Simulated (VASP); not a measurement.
Given:

```
CELL_PARAMETERS angstrom
      0.00000     2.79581     2.79581
      2.79581     0.00000     2.79581
      2.79581     2.79581     0.00000
ATOMIC_POSITIONS crystal
  Ga 0.00000 0.00000 0.00000
  P  0.25000 0.25000 0.25000
```

Level of theory: PBE GGA, VASP's PBE PAW potentials (set 64) (plane waves; VASP). Numerical set-up: PREC = Normal, 500 eV cut-off, 4×4×4 Γ-centred mesh, Gaussian smearing of 0.010 eV, potentials Ga_d_GW P_GW.

Task: Give the stress tensor in GPa (positive for a compressed cell).

Result: 
```
-3.10   0.00   0.00
 0.00  -3.10   0.00
 0.00   0.00  -3.10
```
The pressure is its mean diagonal, -3.10 GPa.

The compound is GaP in the zinc blende structure. This cell is one point of a volume scan, at 1.08 of the reference volume. The k-mesh is coarse (spacing up to 0.49 per Å, 2π included), so the numbers may not be converged in it.
